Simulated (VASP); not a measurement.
These are PBEsol GGA, VASP's PBE PAW potentials (set 64) (plane waves; VASP) values and carry that method's errors.

VASP ran on this input.

File KPOINTS:
```
Automatic
0
gamma
 12 12 12
```

File POSCAR:
```
LuGe2
1
   -1.7530650553     1.7530650553     4.8246234618
    1.7530650553    -1.7530650553     4.8246234618
    1.7530650553     1.7530650553    -4.8246234618
Lu Ge
1 2
Direct
  1.0000000000   1.0000000000   1.0000000000
  0.3086000602   0.3086000602   1.0000000000
  0.6913999398   0.6913999398   0.0000000000
```

**INCAR**
```
SYSTEM  =  LuGe2
LREAL  =  .FALSE.   # projection in real space or not
ALGO  =  Normal   # blocked Davidson
ENCUT  =  480   # plane-wave cut-off (eV)
GGA  =  PS
LWAVE  =  .FALSE.
LCHARG  =  .FALSE.
LMAXMIX  =  6   # l cut-off of mixed one-centre charges
PREC  =  Accurate
ISIF  =  2
ISMEAR  =  1   # Methfessel-Paxton
EDIFF  =  1E-7   # SCF stop (eV)
SIGMA  =  0.1
LASPH  =  .TRUE.   # aspherical one-centre terms
NELM  =  100
```

POTCAR, in this order: Lu_3 Ge_d (PBE.64 set). Program: vasp_std.

Output of the run:

OUTCAR:
```
 ion  position               nearest neighbor table
   1  0.000  0.000  0.000-   2 2.98   3 2.98   3 3.09   2 3.09   3 3.09   3 3.09   3 3.09   2 3.09
                             2 3.09   2 3.09
   2  0.309  0.309  0.000-   3 2.72   3 2.72   3 2.72   3 2.72   1 2.98   1 3.09   1 3.09   1 3.09
                             1 3.09
   3  0.691  0.691  0.000-   2 2.72   2 2.72   2 2.72   2 2.72   1 2.98   1 3.09   1 3.09   1 3.09
                             1 3.09
  LATTYP: Found a body centered tetragonal cell.
 ALAT       =     3.5061301106
 C/A-ratio  =     2.7521074858
 Subroutine PRICEL returns:
 Original cell was already a primitive cell.
 Subroutine GETGRP returns: Found 16 space group operations
The static configuration has the point symmetry D_4h.
The dynamic configuration has the point symmetry D_4h.
 Subroutine INISYM returns: Found 16 space group operations
 Subroutine IBZKPT returns following result:
 Found    163 irreducible k-points:

 Following reciprocal coordinates:
            Coordinates               Weight
  0.000000  0.000000  0.000000      1.000000
  0.083333 -0.000000  0.000000      8.000000
  0.166667  0.000000  0.000000      8.000000
  0.250000  0.000000 -0.000000      8.000000
...
```

**OSZICAR**
```
       N       E                     dE             d eps       ncg     rms          rms(c)
DAV:   1     0.227039546127E+03    0.22704E+03   -0.18076E+04  9852   0.358E+03
DAV:   2     0.118678691780E+02   -0.21517E+03   -0.21264E+03 11094   0.842E+02
DAV:   3    -0.143229509468E+02   -0.26191E+02   -0.25869E+02 10554   0.175E+02
DAV:   4    -0.160205733760E+02   -0.16976E+01   -0.16350E+01 10470   0.351E+01
DAV:   5    -0.160779888626E+02   -0.57415E-01   -0.57324E-01 10276   0.630E+00    0.198E+01
DAV:   6    -0.159437051639E+02    0.13428E+00   -0.38831E-01 11794   0.732E+00    0.124E+01
DAV:   7    -0.159361545733E+02    0.75506E-02   -0.15377E-01 12464   0.657E+00    0.797E-01
DAV:   8    -0.159318325331E+02    0.43220E-02   -0.25744E-02 11770   0.201E+00    0.212E-01
DAV:   9    -0.159317015052E+02    0.13103E-03   -0.17764E-03 10788   0.643E-01    0.936E-02
DAV:  10    -0.159317071365E+02   -0.56313E-05   -0.15789E-04 11782   0.154E-01    0.115E-02
DAV:  11    -0.159317055189E+02    0.16176E-05   -0.15461E-05 10966   0.648E-02    0.439E-03
DAV:  12    -0.159317055958E+02   -0.76881E-07   -0.16515E-06  9732   0.170E-02    0.108E-03
DAV:  13    -0.159317055590E+02    0.36814E-07   -0.17374E-07  5674   0.587E-03
   1 F= -.15931706E+02 E0= -.15931562E+02  d E =-.431477E-03
```

### OUTCAR
```
------------------------ aborting loop because EDIFF is reached ----------------------------------------
  FORCE on cell =-STRESS in cart. coord.  units (eV):
  Direction    XX          YY          ZZ          XY          YZ          ZX
  --------------------------------------------------------------------------------------
  Total       -0.6453752     -0.6453752     -0.2466359      0.0000000     -0.0000000     -0.0000000
  in kB      -17.4342554    -17.4342554     -6.6626550      0.0000000     -0.0000000     -0.0000000
  external PRESSURE =     -13.8437219 kB  Pullay stress =       0.0000000 kB
  volume of cell :       59.31
      direct lattice vectors                 reciprocal lattice vectors
    -1.753065055  1.753065055  4.824623462     0.000000000  0.285214743  0.103635031
     1.753065055 -1.753065055  4.824623462     0.285214743  0.000000000  0.103635031
     1.753065055  1.753065055 -4.824623462     0.285214743  0.285214743  0.000000000
 POSITION                                       TOTAL-FORCE (eV/Angst)
 -----------------------------------------------------------------------------------
      0.00000      0.00000      0.00000         0.000000      0.000000      0.000000
      0.00000      0.00000      2.97776        -0.000000     -0.000000     -0.008967
      0.00000      0.00000      6.67149         0.000000      0.000000      0.008967
 -----------------------------------------------------------------------------------
    total drift:                                0.000000     -0.000000      0.000000
  FREE ENERGIE OF THE ION-ELECTRON SYSTEM (eV)
  ---------------------------------------------------
  free  energy   TOTEN  =       -15.9317055590 eV

  energy  without entropy=      -15.9312740816  energy(sigma->0) =      -15.93156173
```
(Selected blocks of OUTCAR.)

**OUTCAR**
```
 val. band max:        5.8097406810   @ k =   0.2500   0.2500   0.2500

 cond. band min:       5.8143470045   @ k =  -0.3333   0.4167   0.0833


 Fermi energy:         5.8114249282

 k-point     1 :       0.0000    0.0000    0.0000
  band No.  band energies     occupation
      1     -20.9517      2.00000
      2     -20.8951      2.00000
      3     -20.8951      2.00000
      4     -18.5873      2.00000
      5     -18.5625      2.00000
      6     -18.4738      2.00000
      7     -18.4738      2.00000
      8     -18.4456      2.00000
      9     -18.4404      2.00000
     10     -18.4283      2.00000
     11     -18.4211      2.00000
     12     -18.4211      2.00000
     13     -18.3951      2.00000
     14      -6.5107      2.00000
     15       0.5516      2.00000
     16       1.8627      2.00000
     17       4.7062      2.00000
     18       4.7062      2.00000
     19       5.9012     -0.02216
     20       6.7853     -0.00000
     21      10.3739      0.00000
     22      10.5789      0.00000

 k-point     2 :       0.0833   -0.0000    0.0000
  band No.  band energies     occupation
      1     -20.9500      2.00000
      2     -20.9119      2.00000
      3     -20.8935      2.00000
      4     -18.5866      2.00000
      5     -18.5598      2.00000
      6     -18.4783      2.00000
      7     -18.4762      2.00000
      8     -18.4445      2.00000
      9     -18.4414      2.00000
     10     -18.4361      2.00000
     11     -18.4200      2.00000
     12     -18.4117      2.00000
     13     -18.3935      2.00000
     14      -6.4118      2.00000
     15       0.3751      2.00000
     16       2.0819      2.00000
     17       4.1955      2.00000
     18       4.8028      2.00000
     19       5.9001     -0.01819
     20       7.0562     -0.00000
     21       9.7387      0.00000
     22       9.7596      0.00000

 k-point     3 :       0.1667    0.0000    0.0000
  band No.  band energies     occupation
      1     -20.9577      2.00000
...
```

The structure was generated: LuGe2 was put into the MoSi2 type (I4/mmm), which need not be its known phase. This cell was strained or had an atom moved on purpose. The electron count is odd and the run is not spin-polarised, which forces a metal.
